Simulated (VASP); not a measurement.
Input for VASP

KPOINTS:
```
Regular mesh
0
Gamma
  15 15 15
```

**POSCAR**
```
NbN
1
    0.0000000000     2.1342400838     2.1342400838
    2.1342400838    -0.0000000000     2.1342400838
    2.1342400838     2.1342400838    -0.0000000000
Nb N
1 1
Direct
  0.0000000000   0.0000000000   0.0000000000
  0.5000000000   0.5000000000   0.5000000000
```

INCAR:
```
SYSTEM = NbN
PREC = Accurate
ENCUT = 620
EDIFF = 1E-6
NELM = 100
ALGO = Normal
LREAL = .FALSE.
LASPH = .TRUE.
ISMEAR = 1
SIGMA = 0.1
GGA = PS
LMAXMIX = 4
LWAVE = .FALSE.
LCHARG = .FALSE.
IBRION = 2
ISIF = 3
NSW = 40
EDIFFG = -0.02
PSTRESS = 300
```

POTCAR, in this order: Nb_sv N (PBE.64 set). Program: vasp_std.

Question: Translate this PBEsol calculation to Quantum ESPRESSO's pw.x.

Answer: One equivalent input (not run):
```
&CONTROL
  calculation = 'vc-relax'
  pseudo_dir = './pseudo'
  outdir = './out'
  tprnfor = .true.
  tstress = .true.
  nstep = 40
  forc_conv_thr = 0.00078
/
&SYSTEM
  ibrav = 0
  nat = 2
  ntyp = 2
  ecutwfc = 84
  occupations = 'smearing'
  smearing = 'methfessel-paxton'
  degauss = 0.00735
  input_dft = 'pbesol'
/
&ELECTRONS
  conv_thr = 7.3e-08
  electron_maxstep = 100
/
&IONS
/
&CELL
  press = 300
/
ATOMIC_SPECIES
  Nb 92.906 Nb.upf
  N 14.007 N.upf
CELL_PARAMETERS angstrom
     0.0000000    2.1342401    2.1342401
     2.1342401   -0.0000000    2.1342401
     2.1342401    2.1342401   -0.0000000
ATOMIC_POSITIONS crystal
  Nb   0.0000000  0.0000000  0.0000000
  N    0.5000000  0.5000000  0.5000000
K_POINTS automatic
  15 15 15 0 0 0
```
Limits of the translation: the potentials are each code's own (VASP's PAW set, PseudoDojo norm-conserving files in pw.x), so ENCUT and ecutwfc are chosen apart and not converted; conv_thr bounds pw.x's estimated SCF error, while EDIFF bounds the energy change between steps; forc_conv_thr acts on force components and is met together with etot_conv_thr.

The compound is NbN in the rock salt structure, the cubic δ form, which competes with hexagonal ones. It was relaxed first under an external pressure of 30 GPa.
